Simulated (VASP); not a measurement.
Computed with r2SCAN meta-GGA, VASP's PBE PAW potentials (set 64) (plane waves; VASP 6.6.1).

A VASP calculation is set up with these files.

### POSCAR
```
ZrPbO3
1
    5.6878660334     0.0000000000     0.0000000000
   -2.8439330167     4.9258366595    -0.0000000000
    0.0000000000     0.0000000000     5.5988635191
Pb Zr O
2 2 6
Direct
  0.3333330000   0.6666670000   0.7500000000
  0.6666670000   0.3333330000   0.2500000000
  0.0000000000   0.0000000000   0.0000000000
  0.0000000000   0.0000000000   0.5000000000
  0.1589064056   0.3178128113   0.2500000000
  0.6821871887   0.8410935944   0.2500000000
  0.1589064056   0.8410935944   0.2500000000
  0.8410935944   0.6821871887   0.7500000000
  0.3178128113   0.1589064056   0.7500000000
  0.8410935944   0.1589064056   0.7500000000
```

### KPOINTS
```
K-points
0
gamma
4 4 4
```

**INCAR**
```
# general
SYSTEM =ZrPbO3
PREC   =Accurate
ENCUT  =520
LREAL  =.FALSE.
LASPH  =.TRUE.

# electronic loop
EDIFF  =1E-6
NELM   =100
ALGO   =Normal
LMAXMIX=4
LMIXTAU=.TRUE.

# smearing
ISMEAR =0
SIGMA  =0.05

# functional
METAGGA=R2SCAN

# ions
IBRION =2
NSW    =60
ISIF   =3
EDIFFG =-0.02

# output
LWAVE  =.FALSE.
LCHARG =.FALSE.
```

POTCAR, in this order: Pb_d Zr_sv O (PBE.64 set). Program: vasp_std.

Output of the run:

### OUTCAR
```
 ion  position               nearest neighbor table
   1  0.333  0.667  0.750-   8 2.84   9 2.84  10 2.84  10 2.84   8 2.84   9 2.84   3 3.57   4 3.57
                             3 3.57   4 3.57   3 3.57   4 3.57
   2  0.667  0.333  0.250-   5 2.84   6 2.84   7 2.84   7 2.84   5 2.84   6 2.84   3 3.57   4 3.57
                             3 3.57   4 3.57   3 3.57   4 3.57
   3  0.000  0.000  0.000-   7 2.10  10 2.10   9 2.10   6 2.10   5 2.10   8 2.10   4 2.80   4 2.80
                             1 3.57   2 3.57   2 3.57   1 3.57   2 3.57   1 3.57
   4  0.000  0.000  0.500-   7 2.10  10 2.10   9 2.10   6 2.10   5 2.10   8 2.10   3 2.80   3 2.80
                             1 3.57   2 3.57   2 3.57   1 3.57   2 3.57   1 3.57
   5  0.159  0.318  0.250-   3 2.10   4 2.10   2 2.84   2 2.84
   6  0.682  0.841  0.250-   3 2.10   4 2.10   2 2.84   2 2.84
   7  0.159  0.841  0.250-   3 2.10   4 2.10   2 2.84   2 2.84
   8  0.841  0.682  0.750-   3 2.10   4 2.10   1 2.84   1 2.84
   9  0.318  0.159  0.750-   3 2.10   4 2.10   1 2.84   1 2.84
  10  0.841  0.159  0.750-   3 2.10   4 2.10   1 2.84   1 2.84
  LATTYP: Found a hexagonal cell.
 ALAT       =     5.6878660334
 C/A-ratio  =     0.9843522133
 Subroutine PRICEL returns:
 Original cell was already a primitive cell.
 Subroutine GETGRP returns: Found 24 space group operations
The static configuration has the point symmetry D_3d.
 The point group associated with its full space group is D_6h.
The dynamic configuration has the point symmetry D_3d.
 Subroutine INISYM returns: Found 24 space group operations
 Subroutine IBZKPT returns following result:
 Found     12 irreducible k-points:

 Following reciprocal coordinates:
            Coordinates               Weight
  0.000000  0.000000  0.000000      1.000000
  0.250000  0.000000  0.000000      6.000000
  0.500000  0.000000  0.000000      3.000000
  0.250000  0.250000  0.000000      6.000000
  0.000000  0.000000  0.250000      2.000000
  0.250000  0.000000  0.250000     12.000000
  0.500000  0.000000  0.250000      6.000000
  0.250000  0.250000  0.250000     12.000000
  0.000000  0.000000  0.500000      1.000000
  0.250000  0.000000  0.500000      6.000000
  0.500000  0.000000  0.500000      3.000000
  0.250000  0.250000  0.500000      6.000000
   k-points           NKPTS =     12   k-points in BZ     NKDIM =     12   number of bands    NBANDS=     52
   number of dos      NEDOS =    301   number of ions     NIONS =     10
   total plane-waves  NPLWV =  74088
   dimension x,y,z NGX =    42 NGY =   42 NGZ =   42
   dimension x,y,z NGXF=    84 NGYF=   84 NGZF=   84
   ions per type =               2   2   6
   PREC   = accura    normal or accurate (medium, high low for compatibility)
   ISTART =      0    job   : 0-new  1-cont  2-samecut
   ICHARG =      2    charge: 1-file 2-atom 10-const
   ISPIN  =      1    spin polarized calculation?
   LNONCOLLINEAR =      F non collinear calculations
   LSORBIT =      F    spin-orbit coupling
   INIWAV =      1    electr: 0-lowe 1-rand  2-diag
   ENCUT  =  520.0 eV  38.22 Ry    6.18 a.u.  10.58 10.58 10.41*2*pi/ulx,y,z
   NELM   =    100;   NELMIN=  2; NELMDL= -5     # of ELM steps
   EDIFF  = 0.1E-05   stopping-criterion for ELM
   LREAL  =      F    real-space projection
   NLSPLINE    = F    spline interpolate recip. space projectors
   LMAXMIX     =    4 max onsite mixed and CHGCAR
   VOSKOWN=      0    Vosko Wilk Nusair interpolation
   EDIFFG = -.2E-01   stopping-criterion for IOM
   NSW    =     60    number of steps for IOM
   NBLOCK =      1;   KBLOCK =     60    inner block; outer block
   IBRION =      2    ionic relax: 0-MD 1-quasi-New 2-CG
   NFREE  =      1    steps in history (QN), initial steepest desc. (CG)
   ISIF   =      3    stress and relaxation
   ISYM   =      2    0-nonsym 1-usesym 2-fastsym
   TEIN   =    0.0    initial temperature
   TEBEG  =    0.0;   TEEND  =   0.0 temperature during run
   SMASS  =  -3.00    Nose mass-parameter (am)
   PSTRESS=    0.0 pullay stress
   NELECT =      88.0000    total number of electrons
   EFERMI =   0.00;   METHOD = LEGACY
...
```

File OSZICAR:
```
       N       E                     dE             d eps       ncg     rms          rms(c)
DAV:   1     0.109848694066E+04    0.10985E+04   -0.45067E+04  1248   0.193E+03
DAV:   2    -0.553859133286E+02   -0.11539E+04   -0.11149E+04  1384   0.555E+02
DAV:   3    -0.250583715917E+03   -0.19520E+03   -0.18964E+03  1812   0.238E+02
DAV:   4    -0.264155620046E+03   -0.13572E+02   -0.13520E+02  1984   0.603E+01
DAV:   5    -0.264827354879E+03   -0.67173E+00   -0.67107E+00  2112   0.103E+01    0.455E+01
DAV:   6    -0.225471192022E+03    0.39356E+02   -0.68969E+01  1700   0.523E+01    0.169E+01
DAV:   7    -0.214119766233E+03    0.11351E+02   -0.71177E+00  1560   0.141E+01    0.686E+00
DAV:   8    -0.221214188501E+03   -0.70944E+01   -0.42239E+00  1648   0.121E+01    0.380E+00
DAV:   9    -0.215025358826E+03    0.61888E+01   -0.18379E+00  1304   0.891E+00    0.845E-01
DAV:  10    -0.216349015942E+03   -0.13237E+01   -0.73470E-01  1532   0.549E+00    0.625E-01
DAV:  11    -0.216318415367E+03    0.30601E-01   -0.89437E-02  1884   0.222E+00    0.502E-01
DAV:  12    -0.216332834231E+03   -0.14419E-01   -0.31952E-02  1588   0.110E+00    0.172E-01
DAV:  13    -0.216299758795E+03    0.33075E-01   -0.68974E-02  1432   0.160E+00    0.310E-01
DAV:  14    -0.216351769422E+03   -0.52011E-01   -0.21643E-02  1520   0.105E+00    0.996E-02
DAV:  15    -0.216357357889E+03   -0.55885E-02   -0.61087E-03  1608   0.448E-01    0.528E-02
DAV:  16    -0.216357290596E+03    0.67293E-04   -0.34976E-04  1872   0.154E-01    0.299E-02
DAV:  17    -0.216357392180E+03   -0.10158E-03   -0.58790E-05  1608   0.402E-02    0.216E-02
DAV:  18    -0.216357399222E+03   -0.70425E-05   -0.79069E-05  1528   0.587E-02    0.788E-03
DAV:  19    -0.216357416946E+03   -0.17723E-04   -0.32165E-05  1508   0.440E-02    0.235E-03
DAV:  20    -0.216357424549E+03   -0.76030E-05   -0.46027E-06  1128   0.161E-02    0.198E-03
DAV:  21    -0.216357424901E+03   -0.35265E-06   -0.77398E-07   940   0.745E-03
   1 F= -.21635742E+03 E0= -.21635742E+03  d E =-.216357E+03
```

OUTCAR:
```
------------------------ aborting loop because EDIFF is reached ----------------------------------------
  FORCE on cell =-STRESS in cart. coord.  units (eV):
  Direction    XX          YY          ZZ          XY          YZ          ZX
  --------------------------------------------------------------------------------------
  Total        0.0031650      0.0031650      0.1741648      0.0000000      0.0000000      0.0000000
  in kB        0.0323259      0.0323259      1.7788595      0.0000000      0.0000000      0.0000000
  external PRESSURE =       0.6145037 kB  Pullay stress =       0.0000000 kB
  volume of cell :      156.87
      direct lattice vectors                 reciprocal lattice vectors
     5.687866033  0.000000000  0.000000000     0.175812861  0.101505599  0.000000000
    -2.843933017  4.925836659  0.000000000     0.000000000  0.203011198  0.000000000
     0.000000000  0.000000000  5.598863519     0.000000000  0.000000000  0.178607676
 POSITION                                       TOTAL-FORCE (eV/Angst)
 -----------------------------------------------------------------------------------
     -0.00000      3.28389      4.19915        -0.000000     -0.000000      0.000000
      2.84394      1.64194      1.39972        -0.000000     -0.000000      0.000000
      0.00000      0.00000      0.00000        -0.000000     -0.000000      0.000000
      0.00000      0.00000      2.79943        -0.000000     -0.000000      0.000000
     -0.00000      1.56549      1.39972        -0.000000     -0.012969      0.000000
      1.48818      4.14309      1.39972         0.011232      0.006485      0.000000
     -1.48818      4.14309      1.39972        -0.011232      0.006485      0.000000
      2.84393      3.36034      4.19915        -0.000000      0.012969      0.000000
      1.35576      0.78275      4.19915        -0.011232     -0.006485      0.000000
      4.33211      0.78275      4.19915         0.011232     -0.006485      0.000000
 -----------------------------------------------------------------------------------
    total drift:                                0.003266     -0.001886      0.003997
  FREE ENERGIE OF THE ION-ELECTRON SYSTEM (eV)
  ---------------------------------------------------
  free  energy   TOTEN  =      -216.3574249012 eV

  energy  without entropy=     -216.3574249012  energy(sigma->0) =     -216.35742490

 reached required accuracy - stopping structural energy minimisation
```
(Selected blocks of OUTCAR.)

The structure was generated: ZrPbO3 was put into the 2H-BaNiO3 type (P6_3/mmc), which need not be its known phase. It was relaxed first, which changed the volume by -9 %. The start is the result of an earlier pass.
